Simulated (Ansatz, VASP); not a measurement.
# YNiI: VASP beside Ansatz, part 2 of 2

Wanted: the spread between two codes on one cell, functional and k mesh. The cell is invented: other elements were put on sites of a known structure type. It may not be a known or stable phase. The cell is taken from a series of VASP runs on this material, whose earlier steps may have relaxed, scaled or displaced it; both programs get it as it stands.

VASP 6.6.1 and Ansatz 0.2.0.

So far: The starting structure; Ansatz: relaxation of cell and atoms, PBEsol.

### Step 3. VASP: relaxation of cell and atoms, PBEsol

Level of this step: PBEsol, spin-polarised from a ferromagnetic start (one magnetic atom a cell); plane waves and PAW (Y_sv, Ni, I); invented cell (VASP).

The same cell, functional, mesh and smearing now go to VASP, with its own data sets and cutoff.

Lines of VASP's logs that name or quote its potential files are left out, and so is its time.

Input file INCAR:

```
SYSTEM = YNiI
PREC = Accurate
ENCUT = 400
EDIFF = 1E-06
NELM = 100
ISMEAR = 0
SIGMA = 0.05
LREAL = .FALSE.
ALGO = Normal
GGA = PS
ISPIN = 2
MAGMOM = 0 1 0
LMAXMIX = 4
LORBIT = 11
LWAVE = .FALSE.
LCHARG = .FALSE.
IBRION = 2
NSW = 60
ISIF = 3
EDIFFG = -0.01
```

Input file POSCAR:

```
YNiI
1.0
    4.2780054948      0.0000000000      0.0000000000
   -2.1390027474      3.7048614379      0.0000000000
    0.0000000000      0.0000000000      3.8495835943
Y Ni I
1 1 1
Direct
    0.0000000000      0.0000000000      0.0000000000
    0.3333333300      0.6666666700      0.5000000000
    0.6666666700      0.3333333300      0.5000000000
```

Input file KPOINTS:

```
Automatic mesh
0
Gamma
6 6 6
0 0 0
```

Potentials, in the order of the species: Y_sv, Ni and I (PBE family, release 64).

Run with:

```bash
$ mpirun -np 1 vasp_std
```

Numbers of over 12 decimals in the logs are rounded to 6 here.

Output:

```text
[banner, memory and clock lines left out]
running    1 mpi-ranks, on    1 nodes
 distrk:  each k-point on    1 cores,    1 groups
 distr:  one band on    1 cores,    1 groups

 POSCAR found type information on POSCAR Y NiI
 POSCAR found :  3 types and       3 ions
|                                                                             |
|               ----> ADVICE to this user running VASP <----                  |
|                                                                             |
|     You enforced a specific xc type in the INCAR file but a different       |
|     [... a line on the potential file left out ...]
|     I HOPE YOU KNOW WHAT YOU ARE DOING!                                     |
|                                                                             |

 LDA part: xc-table for (Slater+PW92), standard interpolation
 POSCAR, INCAR and KPOINTS ok, starting setup
 FFT: planning ... GRIDC
 FFT: planning ... GRID_SOFT
 FFT: planning ... GRID
 WAVECAR not read
 entering main loop
       N       E                     dE             d eps       ncg     rms          rms(c)
DAV:   1     0.147880139621E+03    0.14788E+03   -0.11236E+04  2128   0.124E+03
DAV:   2    -0.668868841805E+01   -0.15457E+03   -0.15085E+03  2176   0.301E+02
DAV:   3    -0.161216563400E+02   -0.94330E+01   -0.92557E+01  2808   0.724E+01
DAV:   4    -0.165137982136E+02   -0.39214E+00   -0.39040E+00  3197   0.126E+01
DAV:   5    -0.165211792804E+02   -0.73811E-02   -0.73765E-02  2801   0.178E+00    0.290E+01
DAV:   6    -0.171426801923E+02   -0.62150E+00   -0.17371E+01  2596   0.473E+01    0.169E+01
DAV:   7    -0.165998215236E+02    0.54286E+00   -0.20151E+01  2819   0.585E+01    0.172E+01
DAV:   8    -0.158681402274E+02    0.73168E+00   -0.99705E+00  2832   0.313E+01    0.378E+00
DAV:   9    -0.158150208545E+02    0.53119E-01   -0.40675E-01  3050   0.703E+00    0.158E+00
DAV:  10    -0.158126084419E+02    0.24124E-02   -0.37150E-02  3238   0.142E+00    0.110E+00
DAV:  11    -0.158119452493E+02    0.66319E-03   -0.51762E-03  2822   0.528E-01    0.186E-01
DAV:  12    -0.158118469504E+02    0.98299E-04   -0.10983E-03  2868   0.361E-01    0.875E-02
DAV:  13    -0.158118182720E+02    0.28678E-04   -0.13023E-04  2775   0.721E-02    0.460E-02
DAV:  14    -0.158118146103E+02    0.36617E-05   -0.14508E-05  3346   0.265E-02    0.160E-02
DAV:  15    -0.158118139299E+02    0.68041E-06   -0.15736E-06  1467   0.109E-02
   1 F= -.15811814E+02 E0= -.15811482E+02  d E =-.158118E+02  mag=     0.0000
 curvature:   0.00 expect dE= 0.000E+00 dE for cont linesearch  0.000E+00
 trial: gam= 0.00000 g(F)=  0.324E-44 g(S)=  0.556E-03 ort = 0.000E+00 (trialstep = 0.100E+01)
 search vector abs. value=  0.556E-03
 bond charge predicted
       N       E                     dE             d eps       ncg     rms          rms(c)
DAV:   1    -0.158227808284E+02   -0.10966E-01   -0.15864E-01  2406   0.442E+00    0.108E+00
DAV:   2    -0.158618583227E+02   -0.39077E-01   -0.62169E-01  2811   0.860E+00    0.214E+00
DAV:   3    -0.158120418914E+02    0.49816E-01   -0.31834E-01  2733   0.647E+00    0.240E-01
DAV:   4    -0.158121289717E+02   -0.87080E-04   -0.12678E-02  3096   0.606E-01    0.294E-01
DAV:   5    -0.158119873678E+02    0.14160E-03   -0.88303E-04  2948   0.284E-01    0.217E-01
DAV:   6    -0.158119917803E+02   -0.44125E-05   -0.84449E-05  3064   0.606E-02    0.119E-01
DAV:   7    -0.158119646020E+02    0.27178E-04   -0.31033E-04  3579   0.177E-01    0.108E-02
DAV:   8    -0.158119673150E+02   -0.27131E-05   -0.14199E-05  2530   0.237E-02    0.129E-02
DAV:   9    -0.158119674838E+02   -0.16879E-06   -0.69016E-07  1648   0.498E-03
   2 F= -.15811967E+02 E0= -.15811641E+02  d E =-.153554E-03  mag=     0.0000
 trial-energy change:   -0.000154  1 .order   -0.000113   -0.000556    0.000329
 step:   0.6866(harm=  0.6282)  dis= 0.00000  next Energy=   -15.812018 (dE=-0.204E-03)
 bond charge predicted
       N       E                     dE             d eps       ncg     rms          rms(c)
DAV:   1    -0.158130772923E+02   -0.11100E-02   -0.15586E-02  2415   0.139E+00    0.335E-01
DAV:   2    -0.158168543559E+02   -0.37771E-02   -0.59725E-02  2800   0.264E+00    0.679E-01
DAV:   3    -0.158120426643E+02    0.48117E-02   -0.34076E-02  2762   0.202E+00    0.809E-02
DAV:   4    -0.158120264438E+02    0.16220E-04   -0.10822E-03  3062   0.192E-01    0.814E-02
DAV:   5    -0.158120186263E+02    0.78175E-05   -0.46717E-05  2747   0.543E-02    0.605E-02
DAV:   6    -0.158120167351E+02    0.18911E-05   -0.15603E-05  3220   0.298E-02    0.180E-02
DAV:   7    -0.158120157645E+02    0.97068E-06   -0.60752E-06  2096   0.241E-02
   3 F= -.15812016E+02 E0= -.15811688E+02  d E =-.201835E-03  mag=     0.0000
 curvature:  -0.31 expect dE=-0.350E-05 dE for cont linesearch -0.330E-05
 trial: gam= 0.00000 g(F)=  0.226E-43 g(S)=  0.114E-04 ort =-0.774E-04 (trialstep = 0.937E+00)
 search vector abs. value=  0.114E-04
 reached required accuracy - stopping structural energy minimisation
```

From OUTCAR (step 3):

```text
ion  position               nearest neighbor table
   1  0.000  0.000  0.000-   2 3.13   3 3.13   2 3.13   3 3.13   3 3.13   3 3.13   2 3.13   2 3.13
                             3 3.13   3 3.13   2 3.13   2 3.13
   2  0.333  0.667  0.500-   3 2.47   3 2.47   3 2.47   1 3.13   1 3.13   1 3.13   1 3.13   1 3.13
                             1 3.13
   3  0.667  0.333  0.500-   2 2.47   2 2.47   2 2.47   1 3.13   1 3.13   1 3.13   1 3.13   1 3.13
                             1 3.13

  LATTYP: Found a hexagonal cell.
 ALAT       =     4.2780054948
 C/A-ratio  =     0.8998547568

 Subroutine GETGRP returns: Found 12 space group operations
 (whereof 12 operations were pure point group operations)

The static configuration has the point symmetry D_3h.

 Found     28 irreducible k-points:

   k-points           NKPTS =     28   k-points in BZ     NKDIM =     28   number of bands    NBANDS=     19

   dimension x,y,z NGX =    28 NGY =   28 NGZ =   28
   dimension x,y,z NGXF=    56 NGYF=   56 NGZF=   56

   ENCUT  =  400.0 eV  29.40 Ry    5.42 a.u.   6.98  6.98  6.28*2*pi/ulx,y,z

   NELECT =      28.0000    total number of electrons

 k-points in reciprocal lattice and weights: Automatic mesh
   0.00000000  0.00000000  0.00000000       0.005
   0.16666667  0.00000000  0.00000000       0.028
   0.33333333  0.00000000  0.00000000       0.028
   0.50000000  0.00000000  0.00000000       0.014
   0.16666667  0.16666667  0.00000000       0.028
   0.33333333  0.16666667  0.00000000       0.056
   0.33333333  0.33333333  0.00000000       0.009
   0.00000000  0.00000000  0.16666667       0.009
   0.16666667  0.00000000  0.16666667       0.056
[...]
0.33333333  0.16666667  0.50000000       0.056
   0.33333333  0.33333333  0.50000000       0.009

 average (electrostatic) potential at core
       1 -32.3742       2 -82.7510       3 -90.1418

 E-fermi :   8.7363

 spin component 1
 k-point     1 :       0.0000    0.0000    0.0000
  band No.  band energies     occupation
    ...
     11       6.4267      1.00000
     12       6.7166      1.00000
     13       7.0317      1.00000
     14       7.0317      1.00000
     15       8.6905      0.90279
     16      10.6081      0.00000
     17      10.6081      0.00000
     18      10.6563      0.00000
     19      10.6563      0.00000

 k-point     2 :       0.1667    0.0000    0.0000
  band No.  band energies     occupation
    ...
     10       6.3787      1.00000
     11       6.5108      1.00000
     12       6.5114      1.00000
     13       6.8662      1.00000
     14       7.5296      1.00000
     15       8.9835      0.00000
     16       9.9126      0.00000
     17      10.4256      0.00000
     18      10.6671      0.00000
     19      11.0141      0.00000

 k-point     3 :       0.3333    0.0000    0.0000
  band No.  band energies     occupation
    ...
     10       6.1341      1.00000
     11       6.2861      1.00000
     12       6.4901      1.00000
     13       6.8250      1.00000
     14       7.7251      1.00000
     15       9.7228      0.00000
     16      10.5187      0.00000
     17      10.5823      0.00000
     18      10.6867      0.00000
     19      11.0111      0.00000

 k-point     4 :       0.5000    0.0000    0.0000
  band No.  band energies     occupation
    ...
     10       6.1829      1.00000
     11       6.2414      1.00000
     12       6.2897      1.00000
     13       7.0668      1.00000
     14       7.7215      1.00000
     15      10.4650      0.00000
     16      10.6241      0.00000
     17      10.6557      0.00000
     18      10.6955      0.00000
     19      10.8244      0.00000

 k-point     5 :       0.1667    0.1667    0.0000
  band No.  band energies     occupation
    ...
     10       6.1255      1.00000
     11       6.3765      1.00000
     12       6.5439      1.00000
     13       6.6814      1.00000
     14       8.1818      1.00000
     15       9.1408      0.00000
     16      10.0143      0.00000
     17      10.2782      0.00000
     18      10.8206      0.00000
     19      11.6511      0.00000

 k-point     6 :       0.3333    0.1667    0.0000
  band No.  band energies     occupation
    ...
     10       6.1128      1.00000
     11       6.3326      1.00000
     12       6.3657      1.00000
     13       7.0461      1.00000
     14       8.2675      1.00000
     15       9.4597      0.00000
     16       9.5889      0.00000
     17      10.6160      0.00000
     18      11.5462      0.00000
     19      12.0227      0.00000

  Total        0.0133685      0.0133685      0.0188047      0.0000000      0.0000000      0.0000000
  in kB        0.3522950      0.3522950      0.4955549      0.0000000      0.0000000      0.0000000
  external PRESSURE =       0.4000483 kB  Pullay stress =       0.0000000 kB

  energy-cutoff  :      400.00
  volume of cell :       60.80
      direct lattice vectors                 reciprocal lattice vectors
     4.272682882  0.000000000 -0.000000000     0.234044985  0.135125935  0.000000000
    -2.136341441  3.700251920 -0.000000000     0.000000000  0.270251870  0.000000000
     0.000000000  0.000000000  3.845508757     0.000000000  0.000000000  0.260043615

 POSITION                                       TOTAL-FORCE (eV/Angst)
 -----------------------------------------------------------------------------------
      0.00000      0.00000      0.00000         0.000000      0.000000     -0.000000
     -0.00000      2.46683      1.92275         0.000000     -0.000000      0.000000
      2.13634      1.23342      1.92275        -0.000000      0.000000     -0.000000
 -----------------------------------------------------------------------------------
    total drift:                               -0.000000      0.000000      0.000000

  FREE ENERGIE OF THE ION-ELECTRON SYSTEM (eV)
  ---------------------------------------------------
  free  energy   TOTEN  =       -15.8120157645 eV

  energy  without entropy=      -15.8113604052  energy(sigma->0) =      -15.81168808

 reached required accuracy - stopping structural energy minimisation

 total charge
# of ion       s       p       d       f       tot
--------------------------------------------------
    1        2.171   6.256   1.117   0.042   9.585
    2        0.419   0.450   8.540   0.000   9.408
    3        1.485   2.679   0.205   0.000   4.370
--------------------------------------------------
tot          4.075   9.385   9.862   0.042  23.363

 magnetization (x)
# of ion       s       p       d       f       tot
--------------------------------------------------
    1        0.000   0.000  -0.000  -0.000  -0.000
    2        0.000   0.000   0.000   0.000   0.000
    3       -0.000  -0.000  -0.000   0.000  -0.000
--------------------------------------------------
tot          0.000   0.000   0.000  -0.000   0.000

[... 6 further parts left out ...]
```

### Step 4. Differences

Known differences besides the potentials themselves: both relaxations stop at a tolerance, which leaves soft axes loose, and VASP keeps its plane-wave basis; the data sets hold 46 valence electrons in Ansatz (default PAW (the set named soft_2) files) and 28 in VASP; the cutoff is 420 eV in Ansatz and 400 eV in VASP; Ansatz makes its cores anew for this functional, VASP keeps those of its PBE data sets; VASP leaves aspherical gradient terms in its spheres out (LASPH is not set), Ansatz keeps them; Ansatz adds a Pulay correction to the stress that steers its cell, VASP none. Total energies have different zeros and are not compared.

Both answers:

| quantity | Ansatz | VASP | difference |
| --- | --- | --- | --- |
| volume (Å³) | 60.92 | 60.80 | +0.19 % |
| edge a after relaxation, in the typed setting (Å) | 4.276 | 4.273 | +0.08 % |
| edge c after relaxation, in the typed setting (Å) | 3.847 | 3.845 | +0.03 % |

The walks stopped with -0.01 GPa left in Ansatz and 0.04 GPa in VASP; each walk ends within a tolerance, so the volume difference is uncertain by about these residues over the bulk modulus, most in soft cells.

### Step 5. What came out

```json
{"difference in volume (relaxation of cell and atoms, PBEsol)": "0.19 %"}
```

In words: The difference in volume is 0.19 % (relaxation of cell and atoms, PBEsol), within the 1.2 % picked in this series as the mark of a large difference, as far as the stopping tolerances let one tell. Such differences can come from data sets, numerical settings and the points named under the comparisons, not from the functional's error against experiment.

[Lines on the potential files, build, host, timing and source positions are cut from VASP's logs without a mark.]

[Logs are printed without paths, hosts, clocks, repeated set-up lines and the standing remarks that a program may print on its own settings, such as how far it seeks lower states.]

[Hosts, paths, dates, database ids (printed as entryN), source tags and the programs' standing remarks are cut or masked in the printed files.]
